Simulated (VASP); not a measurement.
Consider the following.

```xyz
2
Lattice="3.9433 -2.1504 -0.0019 3.9433 2.1504 -0.0019 2.7723 0.0000 3.5339" Properties=species:S:1:pos:R:3 pbc="T T T"
Sb     2.4827     0.0000     0.8223
Sb     8.1761     0.0000     2.7079
```

Calculation: PW91 GGA, VASP's PBE PAW potentials (set 64) (plane waves; VASP). Numerical set-up: 520 eV cut-off, 7×7×7 Γ-centred mesh, Gaussian smearing of 0.050 eV, potentials Sb.

### Question
The ions and cell shape at fixed volume are relaxed. What does this cell relax into?

### Answer

```xyz
2
Lattice="3.8913 -2.1673 -0.0293 3.8913 2.1673 -0.0293 2.7111 0.0000 3.5342" Properties=species:S:1:pos:R:3 pbc="T T T"
Sb     2.4760     0.0000     0.8200
Sb     8.0177     0.0000     2.6554
```
Space group R-3m (166), at a tolerance of 0.03 Å.

### Question
How much energy does the relaxation gain?

### Answer
The energy (σ→0) changes by -6.1 meV/atom, in 6 ionic steps.

The compound is Sb in the a7 structure. This cell is one point of a volume scan, at 0.94 of the reference volume. Symmetry was kept, so distortions that lower it aren't found.
